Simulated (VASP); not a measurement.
Input:

```xyz
2
Lattice="0.0000 2.9515 2.9515 2.9515 0.0000 2.9515 2.9515 2.9515 0.0000" Properties=species:S:1:pos:R:3 pbc="T T T"
In     0.0000     0.0000     0.0000
P      1.4757     1.4757     1.4757
```

The numbers are results of MS2 meta-GGA, VASP's PBE PAW potentials (set 64) (plane waves; VASP), not measurements. Settings: 520 eV cut-off, 9×9×9 Γ-centred mesh, tetrahedra with Blöchl corrections, potentials In_d P.

Unless said otherwise, spin-orbit coupling is left out, though it shifts the bands of the heavy elements here.

Task: Estimate the energy per atom (σ→0), band gap (over mesh and band path) with the smallest direct gap where there is one.

Result: 
```yaml
band gap (over mesh and band path): 1.01 eV
smallest direct gap (over mesh and band path): 1.01 eV
energy per atom (σ→0): -4.793 eV/atom
```

Total energies compare only between runs with the same potentials, cut-off and functional.

The compound is InP in the zinc blende structure. It was relaxed first.
